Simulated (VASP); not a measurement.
# How plane-wave cutoff and PAW data sets change a VASP run on Iridium

How sensitive are energy and pressure of Iridium to the plane-wave cutoff and PAW data sets? The series runs use PBEsol. The plane-wave cutoff tried: ENCUT = 130; ENCUT = 160; ENCUT = 190; ENCUT = 210; ENCUT = 240; ENCUT = 270; ENCUT = 340; ENCUT = 420. The PAW data sets tried: minimal 64: Ir; recommended 54: Ir; gw 64: Ir_sv_GW. The start is a cell from a database of measured crystal structures.

Calculated with VASP 6.6.1; PBEsol; plane waves and PAW (Ir), in the first sound run; inputs show where later runs differ.

The database entry behind the starting cell differs from later determinations by our own check (0.1 to 0.3 % short, probably kX units), so it need not match the best structure at ambient conditions.

### Step 1. The starting structure

The structure is cubic, space group Fm-3m (No. 225). The conventional cell has a = 3.831 Å, b = 3.831 Å, c = 3.831 Å, α = 90.00°, β = 90.00°, γ = 90.00°. Ir has 12 Ir at 2.71 Å nearest.

Coordinates:

```xyz
1
Lattice="0.0000 1.9156 1.9156 1.9156 0.0000 1.9156 1.9156 1.9156 0.0000" Properties=species:S:1:pos:R:3 pbc="T T T"
Ir    0.0000    0.0000    0.0000
```

### Step 2. Plane-wave cutoff: ENCUT = 130

The basis grows with ENCUT, and energy and stress both move with it. PBEsol restores the gradient expansion of exchange and is tuned for the cells of solids.

Input file INCAR:

```
SYSTEM = Ir
PREC = Accurate
ENCUT = 130
EDIFF = 1E-06
NELM = 100
ISMEAR = -1
SIGMA = 0.05
LREAL = .FALSE.
ALGO = Normal
GGA = PS
NBANDS = 10
LORBIT = 11
LWAVE = .FALSE.
LCHARG = .FALSE.
KPAR = 2
ISIF = 2
```

Input file POSCAR:

```
Ir
1.0
    0.0000000000      1.9156000000      1.9156000000
    1.9156000000      0.0000000000      1.9156000000
    1.9156000000      1.9156000000      0.0000000000
Ir
1
Direct
    0.0000000000      0.0000000000      0.0000000000
```

Input file KPOINTS:

```
Automatic mesh
0
Gamma
12 12 12
0 0 0
```

The projector-augmented-wave data sets are Ir (PBE family, release 64).

Command:

```console
$ mpirun -np 2 vasp_std
```

The program printed:

```text
[banner, memory and clock lines left out]
running    2 mpi-ranks, on    1 nodes
 distrk:  each k-point on    1 cores,    2 groups
 distr:  one band on    1 cores,    1 groups

 POSCAR found type information on POSCAR Ir
 POSCAR found :  1 types and       1 ions
|                                                                             |
|               ----> ADVICE to this user running VASP <----                  |
|                                                                             |
|     You enforced a specific xc type in the INCAR file but a different       |
|     [... a line on the potential file left out ...]
|     I HOPE YOU KNOW WHAT YOU ARE DOING!                                     |
|                                                                             |

 LDA part: xc-table for (Slater+PW92), standard interpolation
 POSCAR, INCAR and KPOINTS ok, starting setup
 FFT: planning ... GRIDC
 FFT: planning ... GRID_SOFT
 FFT: planning ... GRID
 WAVECAR not read
 entering main loop
       N       E                     dE             d eps       ncg     rms          rms(c)
DAV:   1    -0.220212747437E+01   -0.22021E+01   -0.20507E+03  1830   0.234E+02
DAV:   2    -0.104063822062E+02   -0.82043E+01   -0.80057E+01  1580   0.602E+01
DAV:   3    -0.104403512256E+02   -0.33969E-01   -0.33966E-01  1542   0.340E+00
DAV:   4    -0.104403775047E+02   -0.26279E-04   -0.26278E-04  1530   0.104E-01
DAV:   5    -0.104403775574E+02   -0.52718E-07   -0.53282E-07  1378   0.431E-03    0.628E+01
DAV:   6    -0.878708859589E+01    0.16533E+01   -0.22258E+00  1504   0.119E+01    0.241E+01
DAV:   7    -0.843274815482E+01    0.35434E+00   -0.10546E+00  1538   0.799E+00    0.120E+00
DAV:   8    -0.842922352470E+01    0.35246E-02   -0.51504E-03  1480   0.461E-01    0.524E-01
DAV:   9    -0.842896944798E+01    0.25408E-03   -0.30181E-04  1528   0.144E-01    0.793E-02
DAV:  10    -0.842896434189E+01    0.51061E-05   -0.15638E-06  1316   0.806E-03    0.366E-02
DAV:  11    -0.842896301603E+01    0.13259E-05   -0.16662E-07   784   0.358E-03    0.905E-04
DAV:  12    -0.842896298519E+01    0.30848E-07   -0.14204E-09   744   0.233E-04
   1 F= -.84289630E+01 E0= -.84267229E+01  d E =-.448009E-02
```

Elapsed: 3.2 s, on 2 MPI ranks of Intel Xeon Platinum 8488C (Sapphire Rapids), shared host; peak memory 0.18 GiB; 2 s of CPU time.

The logs omit lines about the potential files and the build; timing stands in the text.

From OUTCAR (step 2):

```text
ion  position               nearest neighbor table
   1  0.000  0.000  0.000-

  LATTYP: Found a face centered cubic cell.
 ALAT       =     3.8312000000

 Subroutine GETGRP returns: Found 48 space group operations
 (whereof 48 operations were pure point group operations)

The static configuration has the point symmetry O_h .

 Found     72 irreducible k-points:

   k-points           NKPTS =     72   k-points in BZ     NKDIM =     72   number of bands    NBANDS=     10

   dimension x,y,z NGX =    10 NGY =   10 NGZ =   10
   dimension x,y,z NGXF=    20 NGYF=   20 NGZF=   20

   ENCUT  =  130.0 eV   9.55 Ry    3.09 a.u.   2.52  2.52  2.52*2*pi/ulx,y,z

   NELECT =       9.0000    total number of electrons

 k-points in reciprocal lattice and weights: Automatic mesh
   0.00000000  0.00000000  0.00000000       0.001
   0.08333333  0.00000000  0.00000000       0.005
   0.16666667  0.00000000  0.00000000       0.005
   0.25000000  0.00000000  0.00000000       0.005
   0.33333333  0.00000000  0.00000000       0.005
   0.41666667  0.00000000  0.00000000       0.005
   0.50000000  0.00000000  0.00000000       0.002
   0.08333333  0.08333333  0.00000000       0.003
   0.16666667  0.08333333  0.00000000       0.014
[...]
-0.33333333  0.50000000  0.16666667       0.007
  -0.25000000  0.50000000  0.25000000       0.003

 average (electrostatic) potential at core
       1 -50.5495

 E-fermi :  10.9904

 k-point     1 :       0.0000    0.0000    0.0000
  band No.  band energies     occupation
    ...
      2       5.6142      2.00000
      3       5.6142      2.00000
      4       5.6142      2.00000
      5       8.4759      2.00000
      6       8.4759      2.00000
      7      25.0043      0.00000
      8      30.5803      0.00000
      9      30.5803      0.00000
     10      30.5803      0.00000

 k-point     2 :       0.0833    0.0000    0.0000
  band No.  band energies     occupation
    ...
      2       5.7489      2.00000
      3       5.7489      2.00000
      4       5.7726      2.00000
      5       8.4170      2.00000
      6       8.4170      2.00000
      7      25.6168      0.00000
      8      29.1742      0.00000
      9      31.0657      0.00000
     10      31.0658      0.00000

 k-point     3 :       0.1667    0.0000    0.0000
  band No.  band energies     occupation
    ...
      2       5.8769      2.00000
      3       6.4642      2.00000
      4       6.4642      2.00000
      5       8.8611      2.00000
      6       8.8611      2.00000
      7      26.6378      0.00000
      8      27.5873      0.00000
      9      32.7126      0.00000
     10      32.7126      0.00000

  Total      -27.2599743    -27.2599743    -27.2599743      0.0000000      0.0000000      0.0000000
  in kB    -3106.6443865  -3106.6443865  -3106.6443865      0.0000000      0.0000000      0.0000000
  external PRESSURE =   -3106.6443865 kB  Pullay stress =       0.0000000 kB

  energy-cutoff  :      130.00
  volume of cell :       14.06
      direct lattice vectors                 reciprocal lattice vectors
     0.000000000  1.915600000  1.915600000    -0.261014826  0.261014826  0.261014826
     1.915600000  0.000000000  1.915600000     0.261014826 -0.261014826  0.261014826
     1.915600000  1.915600000  0.000000000     0.261014826  0.261014826 -0.261014826

 POSITION                                       TOTAL-FORCE (eV/Angst)
 -----------------------------------------------------------------------------------
      0.00000      0.00000      0.00000         0.000000     -0.000000     -0.000000
 -----------------------------------------------------------------------------------
    total drift:                                0.000000      0.000000      0.000000

  FREE ENERGIE OF THE ION-ELECTRON SYSTEM (eV)
  ---------------------------------------------------
  free  energy   TOTEN  =        -8.4289629852 eV

  energy  without entropy=       -8.4244828980  energy(sigma->0) =       -8.42672294

 total charge
# of ion       s       p       d       tot
------------------------------------------
    1        0.699   0.834   7.823   9.356

[... 3 further parts left out ...]
```

This run has no spin polarisation. Its electron count is odd, so without a moment it is a metal by construction. The PAW data sets were made with PBE, which is usual practice but a small mismatch for other functionals.

Numbers from this step:

- SCF cycles: 12
- electrons: 9
- bands: 10
- irreducible k-points: 72
- symmetry operations: 48
- free energy (TOTEN): -8.429 eV
- energy at zero smearing: -8.427 eV
- Fermi energy: 10.99 eV
- pressure: -310.7 GPa
- metallic: yes

The series starts at -8.4267 eV an atom and -310.66 GPa, after 12 cycles in 3.2 s.

### Step 3. Plane-wave cutoff: ENCUT = 160

INCAR: that of step 2 with these lines changed.

```diff
@@ -2,3 +2,3 @@
 PREC = Accurate
-ENCUT = 130
+ENCUT = 160
 EDIFF = 1E-06
```

POSCAR is that of step 2.

KPOINTS is that of step 2.

Command:

```console
$ mpirun -np 2 vasp_std
```

The program printed:

```text
[banner, memory and clock lines left out]
running    2 mpi-ranks, on    1 nodes
[...]
[... a notice as in an earlier step ...]

 LDA part: xc-table for (Slater+PW92), standard interpolation
 POSCAR, INCAR and KPOINTS ok, starting setup
[...]
entering main loop
       N       E                     dE             d eps       ncg     rms          rms(c)
DAV:   1     0.103266649321E+01    0.10327E+01   -0.22714E+03  1868   0.281E+02
DAV:   2    -0.104208755032E+02   -0.11454E+02   -0.10953E+02  1568   0.775E+01
DAV:   3    -0.104895614813E+02   -0.68686E-01   -0.68626E-01  1592   0.570E+00
DAV:   4    -0.104897574125E+02   -0.19593E-03   -0.19593E-03  1566   0.340E-01
[...]
DAV:  10    -0.960249592568E+01    0.77586E-05   -0.17433E-06  1588   0.945E-03    0.408E-03
DAV:  11    -0.960249145928E+01    0.44664E-05   -0.54503E-07   816   0.776E-03    0.728E-04
DAV:  12    -0.960249139198E+01    0.67304E-07   -0.44196E-09   760   0.514E-04
   1 F= -.96024914E+01 E0= -.95998871E+01  d E =-.520864E-02
```

Wall time 3.6 s (2 MPI ranks); peak memory 0.18 GiB; 1.7 s of CPU time.

Parts of OUTCAR (step 3):

```text
  Total       -8.1152515     -8.1152515     -8.1152515      0.0000000      0.0000000      0.0000000
  in kB     -924.8431553   -924.8431553   -924.8431553      0.0000000      0.0000000      0.0000000
  external PRESSURE =    -924.8431553 kB  Pullay stress =       0.0000000 kB

 POSITION                                       TOTAL-FORCE (eV/Angst)
 -----------------------------------------------------------------------------------
      0.00000      0.00000      0.00000         0.000000      0.000000      0.000000
 -----------------------------------------------------------------------------------
    total drift:                               -0.000000      0.000000     -0.000000

  FREE ENERGIE OF THE ION-ELECTRON SYSTEM (eV)
  ---------------------------------------------------
  free  energy   TOTEN  =        -9.6024913920 eV

  energy  without entropy=       -9.5972827521  energy(sigma->0) =       -9.59988707

[... 1 part as in an earlier step ...]

[... 2 further parts left out ...]
[key lines of the parts left out:]
E-fermi :  10.3657
```

Against the run before the energy moves by -1173.16 meV an atom and the pressure by +218.18 GPa, after 12 cycles in 3.6 s.

### Step 4. Plane-wave cutoff: ENCUT = 190

INCAR: that of step 3 with these lines changed.

```diff
@@ -2,3 +2,3 @@
 PREC = Accurate
-ENCUT = 160
+ENCUT = 190
 EDIFF = 1E-06
```

POSCAR is that of step 3.

KPOINTS is that of step 3.

Command:

```console
$ mpirun -np 2 vasp_std
```

The program printed:

```text
[... set-up lines as in an earlier step ...]
 entering main loop
       N       E                     dE             d eps       ncg     rms          rms(c)
DAV:   1     0.572147470723E+01    0.57215E+01   -0.24577E+03  1860   0.334E+02
DAV:   2    -0.103695199810E+02   -0.16091E+02   -0.15070E+02  1556   0.968E+01
DAV:   3    -0.104891325487E+02   -0.11961E+00   -0.11954E+00  1636   0.860E+00
DAV:   4    -0.104898422714E+02   -0.70972E-03   -0.70969E-03  1580   0.687E-01
[...]
DAV:  10    -0.982030650390E+01    0.61020E-04   -0.85618E-05  1816   0.105E-01    0.102E-01
DAV:  11    -0.982031580433E+01   -0.93004E-05   -0.21503E-06  1542   0.108E-02    0.358E-02
DAV:  12    -0.982031591073E+01   -0.10641E-06   -0.50102E-08   766   0.168E-03
   1 F= -.98203159E+01 E0= -.98180077E+01  d E =-.461640E-02
```

The job ended after 3.4 s (2 MPI ranks; peak memory 0.19 GiB; 2 s of CPU time).

Parts of OUTCAR (step 4):

```text
  Total       -1.5886693     -1.5886693     -1.5886693      0.0000000      0.0000000      0.0000000
  in kB     -181.0504438   -181.0504438   -181.0504438      0.0000000      0.0000000      0.0000000
  external PRESSURE =    -181.0504438 kB  Pullay stress =       0.0000000 kB

 POSITION                                       TOTAL-FORCE (eV/Angst)
 -----------------------------------------------------------------------------------
      0.00000      0.00000      0.00000         0.000000     -0.000000      0.000000
 -----------------------------------------------------------------------------------
    total drift:                               -0.000000     -0.000000     -0.000000

  FREE ENERGIE OF THE ION-ELECTRON SYSTEM (eV)
  ---------------------------------------------------
  free  energy   TOTEN  =        -9.8203159107 eV

  energy  without entropy=       -9.8156995065  energy(sigma->0) =       -9.81800771

[... 1 part as in an earlier step ...]

[... 2 further parts left out ...]
[key lines of the parts left out:]
E-fermi :  10.3664
```

Against the run before the energy moves by -218.12 meV an atom and the pressure by +74.38 GPa, after 12 cycles in 3.4 s.

### Step 5. Plane-wave cutoff: ENCUT = 210

INCAR: that of step 4 with these lines changed.

```diff
@@ -2,3 +2,3 @@
 PREC = Accurate
-ENCUT = 190
+ENCUT = 210
 EDIFF = 1E-06
```

POSCAR is that of step 4.

KPOINTS is that of step 4.

Command:

```console
$ mpirun -np 2 vasp_std
```

The program printed:

```text
[... set-up lines as in an earlier step ...]
 entering main loop
       N       E                     dE             d eps       ncg     rms          rms(c)
DAV:   1     0.107099377797E+02    0.10710E+02   -0.25712E+03  1788   0.363E+02
DAV:   2    -0.102849951749E+02   -0.20995E+02   -0.19682E+02  1544   0.114E+02
DAV:   3    -0.104792207991E+02   -0.19423E+00   -0.19411E+00  1616   0.113E+01
DAV:   4    -0.104805351277E+02   -0.13143E-02   -0.13143E-02  1598   0.983E-01
[...]
DAV:   9    -0.984308793505E+01    0.60537E-02   -0.28373E-03  1568   0.663E-01    0.514E-02
DAV:  10    -0.984303672980E+01    0.51205E-04   -0.47807E-05  1866   0.797E-02    0.709E-02
DAV:  11    -0.984303679154E+01   -0.61740E-07   -0.30655E-06  1568   0.128E-02
   1 F= -.98430368E+01 E0= -.98406673E+01  d E =-.473899E-02
```

Elapsed: 3.4 s, on 2 MPI ranks; peak memory 0.2 GiB.

From OUTCAR (step 5):

```text
  Total       -0.3396118     -0.3396118     -0.3396118      0.0000000     -0.0000000      0.0000000
  in kB      -38.7033812    -38.7033812    -38.7033812      0.0000000     -0.0000000      0.0000000
  external PRESSURE =     -38.7033812 kB  Pullay stress =       0.0000000 kB

  FREE ENERGIE OF THE ION-ELECTRON SYSTEM (eV)
  ---------------------------------------------------
  free  energy   TOTEN  =        -9.8430367915 eV

  energy  without entropy=       -9.8382977967  energy(sigma->0) =       -9.84066729

[... 2 parts as in an earlier step ...]

[... 2 further parts left out ...]
[key lines of the parts left out:]
E-fermi :  10.3922
```

Against the run before the energy moves by -22.66 meV an atom and the pressure by +14.23 GPa, after 11 cycles in 3.4 s.

### Step 6. Plane-wave cutoff: ENCUT = 240

INCAR: that of step 5 with these lines changed.

```diff
@@ -2,3 +2,3 @@
 PREC = Accurate
-ENCUT = 210
+ENCUT = 240
 EDIFF = 1E-06
```

POSCAR is that of step 5.

KPOINTS is that of step 5.

Command:

```console
$ mpirun -np 2 vasp_std
```

The program printed:

```text
[... set-up lines as in an earlier step ...]
 entering main loop
       N       E                     dE             d eps       ncg     rms          rms(c)
DAV:   1     0.150118792788E+02    0.15012E+02   -0.28391E+03  1792   0.417E+02
DAV:   2    -0.101965006249E+02   -0.25208E+02   -0.23331E+02  1538   0.127E+02
DAV:   3    -0.104778611475E+02   -0.28136E+00   -0.28098E+00  1680   0.146E+01
DAV:   4    -0.104803211448E+02   -0.24600E-02   -0.24599E-02  1618   0.136E+00
[...]
DAV:  10    -0.985105364306E+01    0.99201E-05   -0.18158E-05  2040   0.454E-02    0.251E-02
DAV:  11    -0.985105537197E+01   -0.17289E-05   -0.14375E-06  1390   0.717E-03    0.328E-03
DAV:  12    -0.985105540222E+01   -0.30260E-07   -0.26465E-08   766   0.154E-03
   1 F= -.98510554E+01 E0= -.98486729E+01  d E =-.476493E-02
```

The job ended after 3.8 s (2 MPI ranks; peak memory 0.2 GiB; 2.9 s of CPU time).

From OUTCAR (step 6):

```text
  Total        0.0119675      0.0119675      0.0119675      0.0000000     -0.0000000      0.0000000
  in kB        1.3638611      1.3638611      1.3638611      0.0000000     -0.0000000      0.0000000
  external PRESSURE =       1.3638611 kB  Pullay stress =       0.0000000 kB

 POSITION                                       TOTAL-FORCE (eV/Angst)
 -----------------------------------------------------------------------------------
      0.00000      0.00000      0.00000         0.000000      0.000000      0.000000
 -----------------------------------------------------------------------------------
    total drift:                               -0.000000     -0.000000     -0.000000

  FREE ENERGIE OF THE ION-ELECTRON SYSTEM (eV)
  ---------------------------------------------------
  free  energy   TOTEN  =        -9.8510554022 eV

  energy  without entropy=       -9.8462904757  energy(sigma->0) =       -9.84867294

[... 1 part as in an earlier step ...]

[... 2 further parts left out ...]
[key lines of the parts left out:]
E-fermi :  10.3997
```

Against the run before the energy moves by -8.01 meV an atom and the pressure by +4.01 GPa, after 12 cycles in 3.8 s.

### Step 7. Plane-wave cutoff: ENCUT = 270

INCAR: that of step 6 with these lines changed.

```diff
@@ -2,3 +2,3 @@
 PREC = Accurate
-ENCUT = 240
+ENCUT = 270
 EDIFF = 1E-06
```

POSCAR is that of step 6.

KPOINTS is that of step 6.

Command:

```console
$ mpirun -np 2 vasp_std
```

The program printed:

```text
[... set-up lines as in an earlier step ...]
 entering main loop
       N       E                     dE             d eps       ncg     rms          rms(c)
DAV:   1     0.204390989550E+02    0.20439E+02   -0.30165E+03  1722   0.466E+02
DAV:   2    -0.100981481885E+02   -0.30537E+02   -0.28807E+02  1514   0.141E+02
DAV:   3    -0.104759779559E+02   -0.37783E+00   -0.37647E+00  1634   0.175E+01
DAV:   4    -0.104795359442E+02   -0.35580E-02   -0.35573E-02  1646   0.167E+00
[...]
DAV:  10    -0.984794915500E+01    0.15469E-04   -0.21451E-05  2078   0.518E-02    0.263E-02
DAV:  11    -0.984795069558E+01   -0.15406E-05   -0.16786E-06  1464   0.821E-03    0.348E-03
DAV:  12    -0.984795072313E+01   -0.27545E-07   -0.28409E-08   768   0.165E-03
   1 F= -.98479507E+01 E0= -.98455678E+01  d E =-.476581E-02
```

It took 4 s on 2 MPI ranks; peak memory 0.21 GiB.

Parts of OUTCAR (step 7):

```text
  Total       -0.0278131     -0.0278131     -0.0278131      0.0000000     -0.0000000      0.0000000
  in kB       -3.1696804     -3.1696804     -3.1696804      0.0000000     -0.0000000      0.0000000
  external PRESSURE =      -3.1696804 kB  Pullay stress =       0.0000000 kB

 POSITION                                       TOTAL-FORCE (eV/Angst)
 -----------------------------------------------------------------------------------
      0.00000      0.00000      0.00000         0.000000     -0.000000     -0.000000
 -----------------------------------------------------------------------------------
    total drift:                                0.000000      0.000000     -0.000000

  FREE ENERGIE OF THE ION-ELECTRON SYSTEM (eV)
  ---------------------------------------------------
  free  energy   TOTEN  =        -9.8479507231 eV

  energy  without entropy=       -9.8431849149  energy(sigma->0) =       -9.84556782

[... 1 part as in an earlier step ...]

[... 2 further parts left out ...]
[key lines of the parts left out:]
E-fermi :  10.3974
```

Against the run before the energy moves by +3.11 meV an atom and the pressure by -0.45 GPa, after 12 cycles in 4 s.

(Part 1 of 2 ends here.)

[Lines on the potential files, build, host, timing and source positions are cut from VASP's logs without a mark.]

[Logs are printed without paths, hosts, clocks, repeated set-up lines and the standing remarks that a program may print on its own settings, such as how far it seeks lower states.]

[Hosts, paths, dates, database ids (printed as entryN), source tags and the programs' standing remarks are cut or masked in the printed files.]

[A measured line is paired with the nearest computed mode of its activity, which favours agreement.]
